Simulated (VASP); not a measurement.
```
HgS
1.0
    0.00000     2.94398     2.94398
    2.94398     0.00000     2.94398
    2.94398     2.94398     0.00000
Hg S
1 1
Direct
  0.00000   0.00000   0.00000
  0.25000   0.25000   0.25000
```

All values below come from PBEsol GGA with spin-orbit coupling, VASP's PBE PAW potentials (set 64) (plane waves; VASP). Settings: 400 eV cut-off, 10×10×10 Γ-centred mesh, Gaussian smearing of 0.050 eV, potentials Hg S.

Question: Give the energies of bands 9 to 22 at the high-symmetry points, in eV from the valence-band maximum.

Answer: 
```csv
band,Γ,X,U,L,W
9,-5.77,-5.63,-5.70,-5.51,-5.82
10,-5.77,-5.63,-5.46,-5.51,-5.50
11,-5.77,-5.14,-5.23,-5.48,-5.44
12,-5.77,-5.14,-5.13,-5.48,-5.02
13,-0.57,-4.71,-5.07,-5.15,-4.88
14,-0.57,-4.71,-4.75,-5.15,-4.80
15,-0.03,-2.36,-2.99,-0.98,-2.94
16,-0.03,-2.36,-2.69,-0.98,-2.67
17,-0.03,-2.24,-1.89,-0.94,-2.44
18,-0.03,-2.24,-1.80,-0.94,-2.11
19,0.09,3.14,3.22,1.50,3.72
20,0.09,3.14,3.25,1.50,3.76
21,5.03,3.30,4.60,6.26,5.14
22,5.03,3.30,4.61,6.26,5.26
```

The gap is indirect, 0.09 eV, from the valence maximum at K-Γ at 0.86 to the conduction minimum at Γ.

The compound is HgS in the zinc blende structure, metacinnabar; cinnabar is the stable form. It was relaxed first.
